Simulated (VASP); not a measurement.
A run of VASP 6.6.1:

The input POSCAR:

```
Hf2Pd2Se2Br2O3                          
1.0
    5.8308592742     -0.0159400656     -0.0011763644
   -0.5449253943      5.9867316394     -0.0101055654
   -1.5054570501     -0.9151194183      6.7742557017
  Hf              Pd              Se              Br              O             
     2     2     2     2     3
Direct
     0.7471576683014362    0.3939762971150225    0.3531443215302613
     0.2865606019286144    0.4544792003788440    0.5919460511333627
     0.9057931194827583    0.1363929095703316    0.8461400464877750
     0.2537599393792877    0.9022243246573941    0.3563462680718233
     0.6309981384386684    0.4031232697619202    0.9391997212335357
     0.6246857395140312    0.7773377630971184    0.5268140637027924
     0.8537740258946320    0.9958036043583720    0.1528227501988404
     0.2251085538788535    0.8134769579391905    0.8599727996813354
     0.9618287251227007    0.2920934130114022    0.5890397633210070
     0.4359779399456434    0.2496988115960998    0.4137416146294337
     0.0743655481133777    0.5813934485143124    0.3708526000098249
```

The input INCAR.step1:

```
PREC = Accurate
ENCUT = 520
EDIFF = 1E-6
ISMEAR = -1
SIGMA = 0.05
LREAL = F
LASPH = T
NELM = 100
ALGO = Normal
ISIF = 2
LWAVE = F
LCHARG = T
LMAXMIX = 4
GGA = B5
ALDAX = 1.0
AGGAX = 1.0
AGGAC = 1.0
ALDAC = 0.0
NBANDS = 53
KPAR = 4
```

KPOINTS.step1

```
Automatic mesh
0
Gamma
  5 5 4
```

Contents of INCAR.step2:

```
PREC = Accurate
ENCUT = 520
EDIFF = 1E-6
ISMEAR = 0
SIGMA = 0.05
LREAL = F
LASPH = T
NELM = 100
ALGO = Normal
ISIF = 2
LWAVE = F
LCHARG = F
LMAXMIX = 4
GGA = B5
ALDAX = 1.0
AGGAX = 1.0
AGGAC = 1.0
ALDAC = 0.0
NBANDS = 53
KPAR = 4
ICHARG = 11
```

The input KPOINTS.step2:

```
path XGY,LGZ,NGM,RG
10
line-mode
reciprocal
 0.5000000000  0.0000000000  0.0000000000  X
 0.0000000000  0.0000000000  0.0000000000  G

 0.0000000000  0.0000000000  0.0000000000  G
 0.0000000000 -0.5000000000  0.0000000000  Y

 0.5000000000 -0.5000000000  0.0000000000  L
 0.0000000000  0.0000000000  0.0000000000  G

 0.0000000000  0.0000000000  0.0000000000  G
 0.0000000000  0.5000000000 -0.5000000000  Z

 0.5000000000  0.5000000000 -0.5000000000  N
 0.0000000000  0.0000000000  0.0000000000  G

 0.0000000000  0.0000000000  0.0000000000  G
 0.0000000000  0.0000000000 -0.5000000000  M

 0.5000000000  0.0000000000 -0.5000000000  R
 0.0000000000  0.0000000000  0.0000000000  G
```

Potentials or basis: VASP PAW PBE potentials, release 64 (Hf_pv, Pd, Se, Br, O).

Command:

```console
$ cat potpaw_PBE.64/Hf_pv/POTCAR potpaw_PBE.64/Pd/POTCAR potpaw_PBE.64/Se/POTCAR potpaw_PBE.64/Br/POTCAR potpaw_PBE.64/O/POTCAR > POTCAR
$ cp INCAR.step1 INCAR
$ cp KPOINTS.step1 KPOINTS
$ mpirun -np 4 vasp_std > vasp.out
$ cp INCAR.step2 INCAR
$ cp KPOINTS.step2 KPOINTS
$ mpirun -np 4 vasp_std > vasp.out
```

Hardware: 4 MPI ranks on Intel(R) Xeon(R) Platinum 8488C (Sapphire Rapids), with other jobs on the host.

Question: How long does it take, and how much memory?

Answer: It took 5.3 min on 4 MPI ranks on Intel(R) Xeon(R) Platinum 8488C (Sapphire Rapids) (shared host), peak memory 0.92 GiB a rank. Counts: scf iterations 9, k points 70.
